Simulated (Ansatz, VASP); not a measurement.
**TiPdSe4 in VASP and in Ansatz**

```
CELL_PARAMETERS angstrom
6.69385 0.00000 0.00000
-3.34693 5.79705 0.00000
0.00000 0.00000 3.62497
ATOMIC_POSITIONS crystal
Ti 0.66667 0.33333 0.00000
Pd 0.00000 0.00000 0.00000
Se 0.33333 0.66667 0.00000
Se 0.68815 0.84407 0.50000
Se 0.15593 0.84407 0.50000
Se 0.15593 0.31185 0.50000
```

Change from the starting cell: species swapped into the HoAlCu4 type (P-6m2, No. 187).

Alike in both runs: functional PBE; k mesh 3 × 3 × 3; occupations gaussian, width 0.15 eV; collinear spin.

Ansatz relaxed the structure, and its values are those at the end. VASP's run is a single point on that final structure, the one shown.

|  | VASP | Ansatz |
| --- | --- | --- |
| version | VASP 6.6.1 | Ansatz 0.2.0 |
| potentials or method | VASP PAW PBE potentials, release 64 (Ti_sv, Pd, Se) | scalar-relativistic, plane waves, PAW |
| plane-wave cutoff (eV) | 520 | 420 |
| valence electrons in the cell | 46 | 94 |

VASP gave:

| Quantity | Value |
| --- | --- |
| gap on the k mesh at the Fermi level (eV) | none |
| pressure (GPa) | -0.6 |
| rms of the force components (eV/Å) | 0.043 |
| net moment per atom (μB) | 0.01 |
| size of the moment on the site where the two differ most (μB) | 0.10 |

Q: Which values does Ansatz return?

A: gap on the k mesh at the Fermi level (eV): none; pressure (GPa): 0.3; rms of the force components (eV/Å): 0.002; net moment per atom (μB): 0.39; size of the moment on the site where the two differ most (μB): 2.22.

The net moments differ so much that the two runs ended in different magnetic states, which moves the other rows too. Site moments also hang on the region over which each program counts them. A gap of «none» marks a metal or a gap that the smearing closes. The two sets of potentials don't hold the same shells in valence.

Caveats: the k mesh is coarse (spacing up to 0.58 Å⁻¹), so the values aren't converged.
